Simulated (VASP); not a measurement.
MgTe (zinc blende):

```yaml
crystal:
  lattice:
    - [0.00000, 3.21000, 3.21000]
    - [3.21000, 0.00000, 3.21000]
    - [3.21000, 3.21000, 0.00000]
  atoms:
    - { symbol: Mg, position: [0.00000, 0.00000, 0.00000] }
    - { symbol: Te, position: [0.25000, 0.25000, 0.25000] }
```

The lowest empty band near Γ, direction [111], from PBE with spin-orbit coupling in VASP (PAW); its two spin partners are averaged. The gap over the points computed is 2.24 eV, and the next band on that side lies 2.97 eV away at the edge.

Numerical set-up: 400 eV cut-off, 8×8×8 Γ-centred mesh, Gaussian smearing of 0.050 eV, potentials Mg Te.

```tsv
distance from the edge in k (1/Å)	distance in energy (meV)
0.012	3.2
0.018	7.3
0.025	14.0
0.035	27.3
0.050	54.9
0.070	104.6
```

Q: Fit E(1 + αE) = ħ²k²/2m* (ħ²/2m0 = 3.810 eV Å²) and predict the row at 0.095 1/Å.

A: Least squares on the energies gives the electron mass m* = 0.168 m0 and α = 0.58 per eV, and so 184.6 meV. The run gave 183.7 meV, -0.9 meV from the fit.

Left out are points under 3 meV from the edge, since the levels carry 0.1 meV, and points farther than half the way to the next band.

The compound is MgTe in the zinc blende structure, whereas wurtzite is the usual form. The cell was not relaxed at this level.
